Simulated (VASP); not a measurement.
A convergence study with VASP on As (a7): one setting is varied, all else stays as given below, so the limit is that of these other settings. Each run relaxes cell and ions; the cell shown is the tightest run's result. The basis is that of the starting cell, so low cut-offs carry a Pulay error.

```yaml
crystal:
  lattice:
    - [3.74448, -1.90850, 0.00257]
    - [3.74448, 1.90850, 0.00257]
    - [2.76959, 0.00000, 3.16115]
  atoms:
    - { symbol: As, position: [0.22686, 0.22686, 0.22686] }
    - { symbol: As, position: [0.77314, 0.77314, 0.77314] }
```

These are PBE GGA, VASP's PBE PAW potentials (set 64) (plane waves; VASP 6.6.1) values and carry that method's errors. The tightest run used: 700 eV cut-off, 10×10×10 Γ-centred mesh, first-order Methfessel-Paxton smearing of 0.10 eV, potentials As.

The reference is ENCUT = 700, which took about 10 core-minutes. Times come from single runs on busy shared machines, so they are rough: good to a factor of about 2.

Of the settings ENCUT = 150; ENCUT = 200; ENCUT = 250; ENCUT = 300; ENCUT = 350; ENCUT = 400; ENCUT = 450; ENCUT = 500; ENCUT = 550; ENCUT = 600; ENCUT = 650; ENCUT = 700, which is the lowest that keeps the difference from the reference in relaxed volume (Å³/atom) within 0.1 from there on, and what does it cost?

ENCUT = 250; its cost over the reference is about 1/5.
| setting | difference in relaxed volume (Å³/atom) | cost over the reference |
|---|---|---|
| ENCUT = 150 | 1.012 | about 1/8 |
| ENCUT = 200 | 0.358 | about 1/7 |
| ENCUT = 250 | 0.077 | about 1/5 |
| ENCUT = 300 | 0.007 | about 1/4 |
| ENCUT = 350 | 0.008 | about 1/3 |
| ENCUT = 400 | 0.014 | about 1/2 |
| ENCUT = 450 | 0.011 | within a factor of 2 |
| ENCUT = 500 | 0.003 | within a factor of 2 |
| ENCUT = 550 | 0.001 | within a factor of 2 |
| ENCUT = 600 | 0.002 | within a factor of 2 |
| ENCUT = 650 | 0.000 | within a factor of 2 |
| ENCUT = 700 | 0.000 | reference |

Left out are rungs that failed or repeat a setting and relaxations that didn't move; long series are thinned to 24 rows.

The compound is As in the a7 structure.
